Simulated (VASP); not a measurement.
Set up this calculation in VASP 6.6.1, as the native input.

```
Task                   : single point
Functional             : PBE
Potentials or basis    : VASP PAW PBE potentials, release 64 (Li_sv, Zr_sv, N)
Cutoff                 : 520 eV
k mesh                 : 10 × 10 × 2
Occupations            : gaussian, width 0.1 eV
Spin                   : collinear spin, ferromagnetic start
Starting moments       : [0.0, 0.0, 1.5, 1.5, 1.5, 1.5, 1.5, 1.5, 1.5, 1.5, 0.0, 0.0, 0.0, 0.0, 0.0, 0.0] μB
Further INCAR settings : ALGO = Normal; EDIFF = 1e-06
```

The structure of LiZr4N3 lies in POSCAR:

```
LiZr4N3
1.0
    3.2431700000      0.0000000000      0.0000000000
   -1.6215850000      2.8086670000      0.0000000000
    0.0000000000      0.0000000000     26.4401100000
Li Zr N
2 8 6
Direct
    0.6666670000      0.3333330000      0.7500000000
    0.3333330000      0.6666670000      0.2500000000
    0.0000000000      0.0000000000      0.8515840000
    0.6666670000      0.3333330000      0.9484030000
    0.0000000000      0.0000000000      0.1484160000
    0.3333330000      0.6666670000      0.0515970000
    0.0000000000      0.0000000000      0.6484160000
    0.6666670000      0.3333330000      0.5515970000
    0.0000000000      0.0000000000      0.3515840000
    0.3333330000      0.6666670000      0.4484030000
    0.3333330000      0.6666670000      0.8994190000
    0.6666670000      0.3333330000      0.1005810000
    0.0000000000      0.0000000000      0.0000000000
    0.3333330000      0.6666670000      0.6005810000
    0.6666670000      0.3333330000      0.3994190000
    0.0000000000      0.0000000000      0.5000000000
```

The cell was built by a generator and needn't be a form met in nature.

The input as run:

INCAR

```
SYSTEM = LiZr4N3
ALGO     = Normal         ! electronic algorithm
EDIFF    = 1E-6           ! SCF threshold, eV
ENCUT    = 520            ! plane-wave cutoff, eV
GGA      = PE             ! functional
ISIF     = 2              ! what is computed and relaxed
ISMEAR   = 0              ! smearing method
ISPIN    = 2              ! spin polarisation
KPAR     = 8            
LASPH    = .True.         ! aspherical terms in the spheres
LCHARG   = .False.        ! write CHGCAR
LMAXMIX  = 4              ! l up to which the mixer works
LORBIT   = 11             ! projections on sites
LREAL    = .False.        ! projectors in reciprocal space
LWAVE    = .False.        ! write WAVECAR
MAGMOM   = 0 0 1.5 1.5 1.5 1.5 1.5 1.5 1.5 1.5 0 0 0 0 0 0 ! initial moments
NELM     = 150            ! most SCF steps
PREC     = Accurate       ! precision mode
SIGMA    = 0.1            ! smearing width, eV
```

KPOINTS

```
k-points
0
Gamma
  10 10 2
  0 0 0
```

Potentials or basis: VASP PAW PBE potentials, release 64 (Li_sv, Zr_sv, N).

Run with:

```sh
$ cat potpaw_PBE.64/Li_sv/POTCAR potpaw_PBE.64/Zr_sv/POTCAR potpaw_PBE.64/N/POTCAR > POTCAR
$ mpirun -np 8 vasp_std > vasp.out
```

Results of the run:

```json
{
  "Largest force": "0.007 eV/Å",
  "Band gap on the k mesh": "none (metal or under the smearing width)",
  "Net moment": "-0.01 μB per cell",
  "Valence electrons inside the program's atomic spheres": "Li 2.08; Zr 9.80, 9.86; N 3.71, 3.70"
}
```

It took 9.2 min on 8 MPI ranks on Intel(R) Xeon(R) Platinum 8488C (Sapphire Rapids), with other jobs on the host, peak memory 0.94 GiB a rank.
